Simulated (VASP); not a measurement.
These are rev-vdW-DF2, VASP's PBE PAW potentials (set 64) (plane waves; VASP 6.6.1) values and carry that method's errors.

VASP input:

**INCAR**
```
SYSTEM  =  NiSi2
PREC  =  Accurate; ENCUT  =  520; LREAL  =  .FALSE.
LASPH  =  .TRUE.
EDIFF  =  1E-7; NELM  =  100; ALGO  =  Normal
LMAXMIX  =  4
ISMEAR  =  -5
GGA  =  MK; LUSE_VDW  =  .TRUE.; AGGAC  =  0.0
PARAM1  =  0.1234568; PARAM2  =  0.7114; ZAB_VDW  =  -1.8867
ISIF  =  2
LWAVE  =  .FALSE.; LCHARG  =  .TRUE.; LORBIT  =  11
NEDOS  =  601
LEFG  =  .TRUE.
```

POSCAR:
```
NiSi2
1
    0.0000000000     2.7208085312     2.7208085312
    2.7208085312     0.0000000000     2.7208085312
    2.7208085312     2.7208085312     0.0000000000
Si Ni
2 1
Direct
  0.2500000000   0.2500000000   0.2500000000
  0.7500000000   0.7500000000   0.7500000000
  0.0000000000   0.0000000000   0.0000000000
```

### KPOINTS
```
Automatic mesh
0
G
 11 11 11
```

POTCAR, in this order: Si Ni (PBE.64 set). Program: vasp_std.

Output

**OUTCAR**
```
 ion  position               nearest neighbor table
   1  0.250  0.250  0.250-   3 2.36   3 2.36   3 2.36   3 2.36   2 2.72   2 2.72   2 2.72   2 2.72
                             2 2.72   2 2.72
   2  0.750  0.750  0.750-   3 2.36   3 2.36   3 2.36   3 2.36   1 2.72   1 2.72   1 2.72   1 2.72
                             1 2.72   1 2.72
   3  0.000  0.000  0.000-   1 2.36   2 2.36   2 2.36   2 2.36   2 2.36   1 2.36   1 2.36   1 2.36
  LATTYP: Found a face centered cubic cell.
 ALAT       =     5.4416170624
 Subroutine PRICEL returns:
 Original cell was already a primitive cell.
 Subroutine GETGRP returns: Found 48 space group operations
The static configuration has the point symmetry O_h .
The dynamic configuration has the point symmetry O_h .
 Subroutine INISYM returns: Found 48 space group operations
 Subroutine IBZKPT returns following result:
 Found     56 irreducible k-points:

 Following reciprocal coordinates:
            Coordinates               Weight
  0.000000  0.000000  0.000000      1.000000
  0.090909  0.000000  0.000000      8.000000
  0.181818  0.000000  0.000000      8.000000
  0.272727  0.000000  0.000000      8.000000
  0.363636  0.000000  0.000000      8.000000
  0.454545  0.000000  0.000000      8.000000
...
```

OSZICAR:
```
       N       E                     dE             d eps       ncg     rms          rms(c)
DAV:   1     0.763637972652E+02    0.76364E+02   -0.80106E+03  1456   0.143E+03
DAV:   2    -0.104332653461E+02   -0.86797E+02   -0.82055E+02  1491   0.254E+02
DAV:   3    -0.147477221534E+02   -0.43145E+01   -0.42071E+01  1888   0.627E+01
DAV:   4    -0.148328496243E+02   -0.85127E-01   -0.84867E-01  1745   0.849E+00
DAV:   5    -0.148350752031E+02   -0.22256E-02   -0.22242E-02  1869   0.143E+00    0.156E+01
DAV:   6    -0.192109300683E+02   -0.43759E+01   -0.49084E+01  1597   0.175E+02    0.237E+01
DAV:   7    -0.130865437913E+02    0.61244E+01   -0.14708E+01  1751   0.111E+02    0.361E+00
DAV:   8    -0.130343353007E+02    0.52208E-01   -0.20730E+00  2137   0.240E+01    0.254E+00
DAV:   9    -0.129923180929E+02    0.42017E-01   -0.26804E-01  1801   0.109E+01    0.557E-01
DAV:  10    -0.129904749709E+02    0.18431E-02   -0.10517E-02  2004   0.211E+00    0.239E-01
DAV:  11    -0.129904627349E+02    0.12236E-04   -0.77696E-04  1820   0.242E-01    0.501E-02
DAV:  12    -0.129905015981E+02   -0.38863E-04   -0.45200E-05  2133   0.123E-01    0.213E-02
DAV:  13    -0.129904808467E+02    0.20751E-04   -0.13021E-05  1963   0.906E-02    0.656E-03
DAV:  14    -0.129904769625E+02    0.38842E-05   -0.26405E-06  2306   0.249E-02    0.363E-03
DAV:  15    -0.129904789269E+02   -0.19644E-05   -0.44668E-07  1679   0.149E-02    0.605E-04
DAV:  16    -0.129904792523E+02   -0.32533E-06   -0.29942E-08  1033   0.173E-03    0.248E-04
DAV:  17    -0.129904792549E+02   -0.26557E-08   -0.53053E-09   943   0.968E-04
   1 F= -.12990479E+02 E0= -.12990479E+02  d E =0.000000E+00
```

File OUTCAR:
```
------------------------ aborting loop because EDIFF is reached ----------------------------------------
  FORCE on cell =-STRESS in cart. coord.  units (eV):
  Direction    XX          YY          ZZ          XY          YZ          ZX
  --------------------------------------------------------------------------------------
  Total       -0.2390985     -0.2390985     -0.2390985     -0.0000000     -0.0000000      0.0000000
  in kB       -9.5096287     -9.5096287     -9.5096287     -0.0000000     -0.0000000      0.0000000
  external PRESSURE =      -9.5096287 kB  Pullay stress =       0.0000000 kB
  volume of cell :       40.28
      direct lattice vectors                 reciprocal lattice vectors
     0.000000000  2.720808531  2.720808531    -0.183768903  0.183768903  0.183768903
     2.720808531  0.000000000  2.720808531     0.183768903 -0.183768903  0.183768903
     2.720808531  2.720808531  0.000000000     0.183768903  0.183768903 -0.183768903
 POSITION                                       TOTAL-FORCE (eV/Angst)
 -----------------------------------------------------------------------------------
      1.36040      1.36040      1.36040        -0.000000     -0.000000     -0.000000
      4.08121      4.08121      4.08121         0.000000      0.000000      0.000000
      0.00000      0.00000      0.00000        -0.000000     -0.000000      0.000000
 -----------------------------------------------------------------------------------
    total drift:                                0.000000     -0.000000     -0.000000
  FREE ENERGIE OF THE ION-ELECTRON SYSTEM (eV)
  ---------------------------------------------------
  free  energy   TOTEN  =       -12.9904792549 eV

  energy  without entropy=      -12.9904792549  energy(sigma->0) =      -12.99047925

 total charge

# of ion       s       p       d       tot
------------------------------------------
    1        0.743   0.834   0.000   1.577
    2        0.743   0.834   0.000   1.577
    3        0.550   0.774   8.453   9.777
--------------------------------------------------
tot          2.037   2.441   8.453  12.932

 Electric field gradients after diagonalization (V/A^2)
 (convention: |V_zz| > |V_xx| > |V_yy|)
----------------------------------------------------------------------
 ion       V_xx      V_yy      V_zz     asymmetry (V_yy - V_xx)/ V_zz
----------------------------------------------------------------------
   1      -0.000    -0.000     0.000       0.000
   2      -0.000    -0.000     0.000       0.000
   3       0.001     0.001    -0.002       0.000
```
(Selected blocks of OUTCAR.)

For a metal the tetrahedron method with Blöchl corrections gives inexact stress and forces.

The compound is NiSi2 in the fluorite structure. It was relaxed first. The run is not spin-polarised, so no magnetic state was tried.
